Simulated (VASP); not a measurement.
Data:

```
CELL_PARAMETERS angstrom
      2.24022    -3.33533     0.00000
      2.24022     3.33533     0.00000
      0.00000     0.00000     8.72087
ATOMIC_POSITIONS crystal
  Br 0.86100 0.86100 0.88900
  Br 0.63900 0.63900 0.38900
  Br 0.36100 0.36100 0.61100
  Br 0.13900 0.13900 0.11100
```

Calculation: PBE GGA, VASP's PBE PAW potentials (set 64) (plane waves; VASP). Run with 300 eV cut-off, 5×5×2 Γ-centred mesh, Fermi-Dirac smearing of 0.010 eV, potentials Br.

The path is coarsely sampled, so an indirect gap can come out somewhat too large.

Q: Give the energies of bands 5 to 17 at the high-symmetry points, in eV from the valence-band maximum.

A: 
```
band      Γ      Y     F0      Z     B0      T      S      R
----  -----  -----  -----  -----  -----  -----  -----  -----
5     -5.02  -4.79  -4.84  -4.52  -4.61  -4.51  -4.87  -4.66
6     -3.87  -4.12  -4.48  -4.52  -4.61  -4.51  -4.87  -4.66
7     -2.11  -3.76  -3.43  -1.84  -3.16  -3.47  -2.97  -3.46
8     -2.10  -3.00  -2.81  -1.84  -3.16  -3.47  -2.97  -3.46
9     -1.64  -2.56  -2.75  -1.60  -2.85  -2.23  -2.00  -2.06
10    -1.56  -2.31  -2.55  -1.60  -2.85  -2.23  -2.00  -2.06
11    -1.03  -1.53  -1.29  -0.94  -0.64  -1.05  -0.96  -0.62
12    -0.46  -1.25  -0.92  -0.94  -0.64  -1.05  -0.96  -0.62
13    -0.06  -0.53  -0.45  -0.06  -0.52  -0.76  -0.30   0.00
14    -0.05  -0.12  -0.11  -0.06  -0.52  -0.76  -0.30   0.00
15     1.75   1.78   2.03   2.03   2.15   1.91   2.51   2.15
16     2.60   2.27   2.32   2.03   2.15   1.91   2.51   2.15
17     6.06   7.15   7.93   6.72   8.55   7.97   7.08   7.43
```

The gap is indirect, 1.74 eV, from the valence maximum at R to the conduction minimum at Γ-S at 0.25.

The structure is a typed Br crystal. The cell was not relaxed at this level.
